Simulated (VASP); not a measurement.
Given:

```yaml
crystal:
  lattice:
    - [0.00000, 2.29997, 2.29997]
    - [2.29997, 0.00000, 2.29997]
    - [2.29997, 2.29997, 0.00000]
  atoms:
    - { symbol: Li, position: [0.25000, 0.25000, 0.25000] }
    - { symbol: Li, position: [0.75000, 0.75000, 0.75000] }
    - { symbol: O, position: [0.00000, 0.00000, 0.00000] }
```

Calculation: rev-vdW-DF2, VASP's PBE PAW potentials (set 64) (plane waves; VASP 6.6.1). Run with 520 eV cut-off, 8×8×8 Γ-centred mesh, Gaussian smearing of 0.050 eV, potentials Li_sv O.

What does the run give for the energy per atom (σ→0), band gap (on the k-mesh) with the smallest direct gap where there is one?

| Quantity | Value |
|---|---|
| band gap (on the k-mesh) | 5.05 eV |
| smallest direct gap (on the k-mesh) | 5.46 eV |
| energy per atom (σ→0) | -3.904 eV/atom |

Only differences to runs with the same potentials and settings are physical.

The compound is Li2O in the antifluorite structure. It was relaxed first.
